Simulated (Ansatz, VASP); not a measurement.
## Si3Sn in VASP and in Ansatz

Contents of POSCAR:

```
Si3Sn
1.0
    4.1801675634      0.0000000000      0.0000000000
    0.0000000000      4.0376389099      0.0000000000
    0.0000000000      0.0000000000      5.7486205308
Si Sn
3 1
Direct
    0.5000000000      0.0000000000      0.7720432469
    0.5000000000      0.5000000000      0.0014907644
    0.0000000000      0.5000000000      0.2237039663
    0.0000000000      0.0000000000      0.5027620223
```

Contents of INCAR.step1:

```
PREC     = Accurate       # precision mode
ENCUT    = 520            # plane-wave cutoff, eV
EDIFF    = 1E-5           # SCF threshold, eV
ISMEAR   = 0              # smearing method
SIGMA    = 0.01           # smearing width, eV
LREAL    = F              # projectors in reciprocal space
LASPH    = T              # aspherical terms in the spheres
NELM     = 100            # most SCF steps
ALGO     = Normal         # electronic algorithm
ISIF     = 2              # what is computed and relaxed
LWAVE    = T              # write WAVECAR
LCHARG   = F              # write CHGCAR
GGA      = PE             # functional
NBANDS   = 21             # bands
```

The input INCAR.step2:

```
PREC     = Accurate       # precision mode
ENCUT    = 520            # plane-wave cutoff, eV
EDIFF    = 1E-6           # SCF threshold, eV
ISMEAR   = 0              # smearing method
SIGMA    = 0.01           # smearing width, eV
LREAL    = F              # projectors in reciprocal space
LASPH    = T              # aspherical terms in the spheres
NELM     = 100            # most SCF steps
ALGO     = Normal         # electronic algorithm
ISIF     = 2              # what is computed and relaxed
LWAVE    = F              # write WAVECAR
LCHARG   = F              # write CHGCAR
GGA      = PE             # functional
LHFCALC  = T              # exact exchange
HFSCREEN = 0.2079         # screening, 1/A
PRECFOCK = Normal       
ISTART   = 1            
NBANDS   = 21             # bands
```

File KPOINTS:

```
regular mesh
0
Gamma
  4 4 4
```

Input for Ansatz:

```yaml
crystal:
  lattice:
    - [4.1801675634, 0.0, 0.0]
    - [0.0, 4.0376389099, 0.0]
    - [0.0, 0.0, 5.7486205308]
  atoms:
    - { symbol: Si, position: [0.5, 0.0, 0.7720432469] }
    - { symbol: Si, position: [0.5, 0.5, 0.0014907644] }
    - { symbol: Si, position: [0.0, 0.5, 0.2237039663] }
    - { symbol: Sn, position: [0.0, 0.0, 0.5027620223] }
kpoints:
  mp_grid: { grid: [4, 4, 4] }
  band_path:
    path:
      - [0.0, 0.0, 0.0]
      - [0.0, 0.5, 0.0]
      - [0.5, 0.5, 0.0]
      - [0.0, 0.0, 0.5]
      - [0.0, 0.5, 0.5]
      - [0.5, 0.5, 0.5]
    npoints: 1
hamiltonian:
  xc: hse06
scf:
  occupations: { method: fixed }
  n_extra_bands: 5
output:
  forces: true
  stress: true
  eigenvalues: true
```

Change from the starting cell: uniaxial_x strain +3.5%.

Alike in both runs: task single point; functional HSE06; k mesh 4 × 4 × 4; no spin polarisation.

|  | VASP | Ansatz |
| --- | --- | --- |
| version | VASP 6.6.1 | Ansatz 0.2.0 |
| potentials or method | VASP PAW PBE potentials, release 64 (Si, Sn_d) | plane waves, PAW |
| plane-wave cutoff (eV) | 520 | 420 |
| occupations | gaussian, width 0.01 eV | fixed |
| valence electrons in the cell | 26 | 26 |

```csv
,VASP,Ansatz,Ansatz less VASP
gap on the k mesh at the Fermi level (eV),0.70,0.70,-0.003
pressure (GPa),-2.9,-2.7,+0.22
largest component of the traceless stress (GPa),2.34,2.32,-0.012
rms of the force components (eV/Å),0.004,0.002,-0.0022
```

Atom by atom the forces differ by 0.003 eV/Å (rms over components). Ansatz warned: «stress_exchange_threshold_loose».

Caveats: the PAW data sets were made with another functional, which shifts forces and pressure a little (VASP); spin-orbit coupling is left out, which moves the levels of the heavy elements. A k mesh can miss the band edges.
